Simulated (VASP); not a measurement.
Set up this calculation in VASP 6.6.1, as the native input.

- Task: single point
- Functional: PBE
- Potentials or basis: VASP PAW PBE potentials, release 64 (Mg, Cd, O)
- Cutoff: 520 eV
- k mesh: 4 × 4 × 4
- Occupations: gaussian, width 0.05 eV
- Spin: no spin polarisation
- Further INCAR settings: PREC = Normal; LREAL = Auto; ALGO = Fast; EDIFF = 1e-05

The structure of Mg2CdO3 lies in POSCAR:

```
Mg2CdO3
1.0
    2.7264310000     -4.7115200000      0.0000000000
    2.7264310000      4.7115200000      0.0000000000
   -1.8259700000      0.0000000000      5.1487150000
Mg Cd O
4 2 6
Direct
    0.0000000000      0.0000000000      0.5000000000
    0.3347150000      0.6652850000      0.5000000000
    0.6652850000      0.3347150000      0.5000000000
    0.5000000000      0.5000000000      0.0000000000
    0.8324400000      0.1675600000      0.0000000000
    0.1675600000      0.8324400000      0.0000000000
    0.4079470000      0.0928170000      0.7239780000
    0.9071830000      0.5920530000      0.2760220000
    0.0928170000      0.4079470000      0.7239780000
    0.5920530000      0.9071830000      0.2760220000
    0.7230320000      0.7230320000      0.7381310000
    0.2769680000      0.2769680000      0.2618690000
```

The cell was built by a generator and needn't be a form met in nature.

These files were run (other wordings do the same):

INCAR

```
SYSTEM = Mg2CdO3
PREC     = Normal         ! precision mode
ENCUT    = 520            ! plane-wave cutoff, eV
EDIFF    = 1E-5           ! SCF threshold, eV
ISMEAR   = 0              ! smearing method
SIGMA    = 0.05           ! smearing width, eV
LREAL    = Auto         
LASPH    = .TRUE.         ! aspherical terms in the spheres
NELM     = 80             ! most SCF steps
ALGO     = Fast           ! electronic algorithm
ISIF     = 2              ! what is computed and relaxed
LWAVE    = .FALSE.        ! write WAVECAR
LCHARG   = .FALSE.        ! write CHGCAR
GGA      = PE             ! functional
```

KPOINTS

```
Automatic mesh
0
G
  4 4 4
  0 0 0
```

Potentials or basis: VASP PAW PBE potentials, release 64 (Mg, Cd, O).

The run is started by

```bash
$ cat potpaw_PBE.64/Mg/POTCAR potpaw_PBE.64/Cd/POTCAR potpaw_PBE.64/O/POTCAR > POTCAR
$ mpirun -np 1 vasp_std > vasp.out
```

Results of the run:

```yaml
Pressure: 0.1 GPa
Largest_force: 0.013 eV/Å
Band_gap_on_the_k_mesh: 1.85 eV, indirect (least direct gap 2.27 eV)
```

Run time: 2.3 min on 1 thread of AMD EPYC 7R43 64-Core Processor (Zen 3), with other jobs on the host, peak memory 0.17 GiB.
